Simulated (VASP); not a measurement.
VASP ran on this input.

### INCAR
```
SYSTEM = AlN
PREC = Accurate
ENCUT = 520
EDIFF = 1E-6
NELM = 100
ALGO = Normal
LREAL = .FALSE.
LASPH = .TRUE.
ISMEAR = 0
SIGMA = 0.05
GGA = PE
LWAVE = .FALSE.
LCHARG = .FALSE.
ISIF = 2
ISPIN = 2
MAGMOM = 1.0 1.0 1.0
```

POSCAR:
```
AlN
1
    0.0000000000     2.2338000000     2.2338000000
    2.2338000000     0.0000000000     2.2338000000
    2.2338000000     2.2338000000     0.0000000000
Al N
1 1
Direct
  0.0000000000   0.0000000000   0.0000000000
  0.2500000000   0.2500000000   0.2500000000
```

File KPOINTS:
```
Automatic mesh
0
Gamma
8 8 8
0 0 0
```

POTCAR, in this order: Al N (PBE.64 set). Program: vasp_std.

Question: One choice in this input is risky. Which, and does it do harm here?

Answer: The risk: MAGMOM holds more values than there are atoms. Here it does no harm: the run (PBE GGA, plane waves, VASP's PBE PAW potentials (set 64)) converges to the same energy and pressure as with the safe setting.
### OSZICAR
```
       N       E                     dE             d eps       ncg     rms          rms(c)
DAV:   1     0.139406560862E+02    0.13941E+02   -0.39599E+03  1060   0.735E+02
DAV:   2    -0.153990231160E+02   -0.29340E+02   -0.28413E+02  1354   0.143E+02
DAV:   3    -0.163632009420E+02   -0.96418E+00   -0.96345E+00  1155   0.284E+01
DAV:   4    -0.163678017075E+02   -0.46008E-02   -0.46005E-02  1171   0.211E+00
DAV:   5    -0.163678482057E+02   -0.46498E-04   -0.46498E-04  1176   0.210E-01    0.103E+01
DAV:   6    -0.147388768361E+02    0.16290E+01   -0.13159E+01  1127   0.209E+01    0.356E+00
DAV:   7    -0.148165224894E+02   -0.77646E-01   -0.13329E-01  1056   0.360E+00    0.215E+00
DAV:   8    -0.148121506014E+02    0.43719E-02   -0.21106E-02  1074   0.142E+00    0.113E+00
DAV:   9    -0.148227053075E+02   -0.10555E-01   -0.70483E-03  1071   0.930E-01    0.393E-01
DAV:  10    -0.148223808914E+02    0.32442E-03   -0.16037E-04  1207   0.112E-01    0.191E-01
DAV:  11    -0.148223969909E+02   -0.16099E-04   -0.88663E-05  1148   0.645E-02    0.104E-01
DAV:  12    -0.148224592773E+02   -0.62286E-04   -0.69296E-05  1056   0.709E-02    0.218E-02
DAV:  13    -0.148224598227E+02   -0.54542E-06   -0.69509E-07  1018   0.845E-03
   1 F= -.14822460E+02 E0= -.14822460E+02  d E =-.807614E-14  mag=     0.0002
```

The compound is AlN in the zinc blende structure, a metastable form; wurtzite is the usual one. The cell was not relaxed at this level.
